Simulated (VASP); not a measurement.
Here is the system:

```yaml
crystal:
  lattice:
    - [1.55396, -2.69154, 0.00000]
    - [1.55396, 2.69154, 0.00000]
    - [0.00000, 0.00000, 4.97627]
  atoms:
    - { symbol: Al, position: [0.66667, 0.33333, 0.50005] }
    - { symbol: Al, position: [0.33333, 0.66667, 0.00005] }
    - { symbol: N, position: [0.66667, 0.33333, 0.88195] }
    - { symbol: N, position: [0.33333, 0.66667, 0.38195] }
```

All values below come from PBE GGA with D3 dispersion (Becke-Johnson damping), VASP's PBE PAW potentials (set 64) (plane waves; VASP). Settings: 520 eV cut-off, Gaussian smearing of 0.050 eV, potentials Al N.

**Question.** Predict the band gap (along the path) with the smallest direct gap where there is one.

**Answer.** 
band gap (along the path): 4.23 eV
smallest direct gap (along the path): 4.23 eV

The absolute energy has meaning only against runs of the same code, potentials and settings.

The compound is AlN in the wurtzite structure. It was relaxed first.
